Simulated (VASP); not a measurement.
Level of theory: optB88-vdW, VASP's PBE PAW potentials (set 64) (plane waves; VASP).

A VASP calculation is set up with these files.

File POSCAR:
```
CoAl
1
    2.8600000000     0.0000000000     0.0000000000
    0.0000000000     2.8600000000     0.0000000000
    0.0000000000     0.0000000000     2.8600000000
Al Co
1 1
Direct
  0.5000000000   0.5000000000   0.5000000000
  0.0000000000   0.0000000000   0.0000000000
```

### INCAR
```
ENCUT = 520   ! plane-wave cut-off (eV)
PREC = Accurate
LREAL = .FALSE.
LCHARG = .FALSE.
GGA = BO
NSW = 60   ! most ionic steps
PARAM2 = 0.22
ISIF = 3   ! ions, shape and volume
IBRION = 2   ! conjugate gradients
LUSE_VDW = .TRUE.
AGGAC = 0.0
NELM = 100   ! most electronic steps
ALGO = Normal   ! blocked Davidson
LWAVE = .FALSE.
LASPH = .TRUE.
EDIFF = 1E-6   ! SCF stop (eV)
EDIFFG = -0.01
LMAXMIX = 4
ISMEAR = 1   ! Methfessel-Paxton
SYSTEM = CoAl
SIGMA = 0.1
PARAM1 = 0.1833333333
```

File KPOINTS:
```
Automatic mesh
0
Gamma
11 11 11
0 0 0
```

POTCAR, in this order: Al Co (PBE.64 set). Program: vasp_std.

The run wrote:

**OSZICAR**
```
       N       E                     dE             d eps       ncg     rms          rms(c)
DAV:   1     0.402351525684E+02    0.40235E+02   -0.53874E+03  1120   0.127E+03
DAV:   2    -0.792625576512E+01   -0.48161E+02   -0.45907E+02  1136   0.190E+02
DAV:   3    -0.913895581370E+01   -0.12127E+01   -0.12031E+01  1294   0.396E+01
DAV:   4    -0.916241121761E+01   -0.23455E-01   -0.23447E-01  1376   0.498E+00
DAV:   5    -0.916311454064E+01   -0.70332E-03   -0.70331E-03  1296   0.834E-01    0.111E+01
DAV:   6    -0.113978126348E+02   -0.22347E+01   -0.56931E+01  1272   0.112E+02    0.156E+01
DAV:   7    -0.790189869191E+01    0.34959E+01   -0.26860E+01  1238   0.728E+01    0.174E+00
DAV:   8    -0.789544628476E+01    0.64524E-02   -0.17200E-01  1162   0.380E+00    0.102E+00
DAV:   9    -0.788590496066E+01    0.95413E-02   -0.35637E-02  1350   0.286E+00    0.233E-01
DAV:  10    -0.788564164532E+01    0.26332E-03   -0.14329E-03  1600   0.519E-01    0.948E-02
DAV:  11    -0.788565271751E+01   -0.11072E-04   -0.84767E-05  1480   0.132E-01    0.274E-02
DAV:  12    -0.788564626991E+01    0.64476E-05   -0.40721E-05  1330   0.934E-02    0.677E-03
DAV:  13    -0.788564640641E+01   -0.13651E-06   -0.39147E-07   584   0.624E-03
   1 F= -.78856464E+01 E0= -.78854887E+01  d E =-.788565E+01
       N       E                     dE             d eps       ncg     rms          rms(c)
DAV:   1    -0.807431020512E+01   -0.18866E+00   -0.26162E+00  1214   0.280E+01    0.387E+00
DAV:   2    -0.835832276873E+01   -0.28401E+00   -0.77094E+00  1274   0.413E+01    0.530E+00
DAV:   3    -0.789088731784E+01    0.46744E+00   -0.34902E+00  1244   0.277E+01    0.594E-01
DAV:   4    -0.788741484081E+01    0.34725E-02   -0.17568E-02  1140   0.132E+00    0.259E-01
DAV:   5    -0.788655800433E+01    0.85684E-03   -0.28208E-03  1674   0.638E-01    0.466E-02
DAV:   6    -0.788656282828E+01   -0.48239E-05   -0.10550E-04  1218   0.164E-01    0.136E-02
DAV:   7    -0.788656197339E+01    0.85489E-06   -0.86484E-06  1250   0.418E-02
   2 F= -.78865620E+01 E0= -.78863338E+01  d E =-.915567E-03
       N       E                     dE             d eps       ncg     rms          rms(c)
DAV:   1    -0.792849141075E+01   -0.41929E-01   -0.54199E-01  1212   0.129E+01    0.178E+00
DAV:   2    -0.799928862377E+01   -0.70797E-01   -0.17293E+00  1254   0.193E+01    0.262E+00
DAV:   3    -0.789008459334E+01    0.10920E+00   -0.74747E-01  1284   0.131E+01    0.267E-01
DAV:   4    -0.788922928304E+01    0.85531E-03   -0.27170E-03  1124   0.543E-01    0.865E-02
DAV:   5    -0.788915100904E+01    0.78274E-04   -0.40168E-04  1676   0.252E-01    0.150E-02
DAV:   6    -0.788915438681E+01   -0.33778E-05   -0.11590E-05  1170   0.550E-02    0.307E-03
DAV:   7    -0.788915419521E+01    0.19161E-06   -0.13558E-06   576   0.197E-02
   3 F= -.78891542E+01 E0= -.78889578E+01  d E =-.350779E-02
```

OUTCAR:
```
------------------------ aborting loop because EDIFF is reached ----------------------------------------
  FORCE on cell =-STRESS in cart. coord.  units (eV):
  Direction    XX          YY          ZZ          XY          YZ          ZX
  --------------------------------------------------------------------------------------
  Total        0.0004892      0.0004892      0.0004892     -0.0000000      0.0000000     -0.0000000
  in kB        0.0340697      0.0340697      0.0340697     -0.0000000      0.0000000     -0.0000000
  external PRESSURE =       0.0340697 kB  Pullay stress =       0.0000000 kB
  volume of cell :       23.00
      direct lattice vectors                 reciprocal lattice vectors
     2.844042021  0.000000000 -0.000000000     0.351612245 -0.000000000  0.000000000
     0.000000000  2.844042021  0.000000000    -0.000000000  0.351612245 -0.000000000
    -0.000000000  0.000000000  2.844042021     0.000000000 -0.000000000  0.351612245
 POSITION                                       TOTAL-FORCE (eV/Angst)
 -----------------------------------------------------------------------------------
      1.42202      1.42202      1.42202         0.000000     -0.000000      0.000000
      0.00000      0.00000      0.00000        -0.000000      0.000000      0.000000
 -----------------------------------------------------------------------------------
    total drift:                                0.000000      0.000000      0.000000
  FREE ENERGIE OF THE ION-ELECTRON SYSTEM (eV)
  ---------------------------------------------------
  free  energy   TOTEN  =        -7.8891541952 eV

  energy  without entropy=       -7.8885651470  energy(sigma->0) =       -7.88895785

 reached required accuracy - stopping structural energy minimisation
```
(Selected blocks of OUTCAR.)

File CONTCAR:
```
CoAl
   1.00000000000000
     2.8440420211561976    0.0000000000000000   -0.0000000000000000
     0.0000000000000000    2.8440420211561976    0.0000000000000000
    -0.0000000000000000    0.0000000000000000    2.8440420211561976
  Al              Co
     1     1
Direct
     0.5000000000000000    0.5000000000000000    0.5000000000000000
     0.0000000000000000    0.0000000000000000    0.0000000000000000
```

OUTCAR:
```
 val. band max:       10.6094566983   @ k =   0.4545   0.4545   0.2727

 cond. band min:      10.6407912065   @ k =   0.4545   0.4545   0.1818


 Fermi energy:        10.6169009592

 k-point     1 :       0.0000    0.0000    0.0000
  band No.  band energies     occupation
      1      -0.4947      2.00000
      2       7.6103      2.00000
      3       7.6103      2.00000
      4       9.6787      2.00000
      5       9.6787      2.00000
      6       9.6787      2.00000
      7      16.5614      0.00000
      8      16.5614      0.00000
      9      16.5614      0.00000
     10      19.4531      0.00000

 k-point     2 :       0.0909    0.0000    0.0000
  band No.  band energies     occupation
      1      -0.3375      2.00000
      2       7.5942      2.00000
      3       7.6532      2.00000
      4       9.5956      2.00000
      5       9.5956      2.00000
      6       9.6875      2.00000
      7      15.2448      0.00000
      8      16.7798      0.00000
      9      16.7798      0.00000
     10      19.4320      0.00000

 k-point     3 :       0.1818    0.0000    0.0000
  band No.  band energies     occupation
      1       0.1298      2.00000
      2       7.4707      2.00000
      3       7.7709      2.00000
      4       9.3872      2.00000
      5       9.3872      2.00000
      6       9.7112      2.00000
      7      13.3078      0.00000
      8      17.3964      0.00000
      9      17.3964      0.00000
     10      19.3705      0.00000

 k-point     4 :       0.2727    0.0000    0.0000
  band No.  band energies     occupation
      1       0.8935      2.00000
      2       7.0031      2.00000
      3       7.9314      2.00000
      4       9.1402      2.00000
      5       9.1403      2.00000
      6       9.7425      2.00000
      7      11.8013     -0.00000
      8      18.3298      0.00000
      9      18.3298      0.00000
     10      19.2782      0.00000

 k-point     5 :       0.3636    0.0000    0.0000
...
```

The compound is CoAl in the CsCl type structure. This run relaxes it. Symmetry was kept, so distortions that lower it aren't found. The run is not spin-polarised, so no magnetic state was tried.
